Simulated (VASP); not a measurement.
Input:

```
CELL_PARAMETERS angstrom
      4.16967     0.00000     0.00000
     -2.08483     3.61104     0.00000
      0.00000     0.00000     7.15371
ATOMIC_POSITIONS crystal
  Ca 0.00000 0.00000 0.00000
  Al 0.66667 0.33333 0.37221
  Al 0.33333 0.66667 0.62779
  Ge 0.33333 0.66667 0.26204
  Ge 0.66667 0.33333 0.73796
```

These are PBEsol GGA, VASP's PBE PAW potentials (set 64) (plane waves; VASP) values and carry that method's errors. Numerical set-up: 300 eV cut-off, 9×9×5 Γ-centred mesh, Gaussian smearing of 0.10 eV, potentials Ca_sv Al Ge_d.

Question: Give the energies of bands 17 to 25 at the high-symmetry points, in eV from the Fermi level.

Answer: 
```tsv
band	Γ	M	K	A	L	H
17	-5.33	-5.91	-5.28	-3.87	-5.91	-5.47
18	-1.33	-4.88	-5.28	-2.48	-5.46	-5.47
19	-1.33	-3.07	-4.52	-1.01	-2.57	-4.23
20	-0.09	-2.47	-2.48	-1.01	-2.52	-3.12
21	0.32	-2.25	-2.43	-0.42	-1.12	-1.73
22	0.32	-1.25	-2.43	-0.42	-1.03	-1.73
23	0.74	-0.17	1.57	0.39	0.45	1.31
24	1.46	2.12	2.86	1.90	0.58	1.31
25	2.24	2.40	2.86	2.02	1.37	3.02
```

It has no gap at this level: it comes out as a metal or semimetal.

The structure comes from a computed database's Al2CaGe2 entry (P-3m1); how it stands against other phases isn't given here. The cell was not relaxed at this level.
